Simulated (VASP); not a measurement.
```yaml
crystal:
  lattice:
    - [0.00000, 3.26150, 3.26150]
    - [3.26150, 0.00000, 3.26150]
    - [3.26150, 3.26150, 0.00000]
  atoms:
    - { symbol: Ba, position: [0.00000, 0.00000, 0.00000] }
    - { symbol: S, position: [0.50000, 0.50000, 0.50000] }
```

Calculation: optB86b-vdW, VASP's PBE PAW potentials (set 64) (plane waves; VASP 6.6.1). Numerical set-up: 520 eV cut-off, 7×7×7 Γ-centred mesh, Gaussian smearing of 0.050 eV, potentials Ba_sv S.

Problem. Predict the energy per atom (σ→0), pressure.

Solution. 
The energy per atom (σ→0) is -3.398 eV/atom. The pressure is -2.32 GPa.

Total energies compare only between runs with the same potentials, cut-off and functional.

The compound is BaS in the rock salt structure. This cell is one point of a volume scan, at 1.06 of the reference volume.
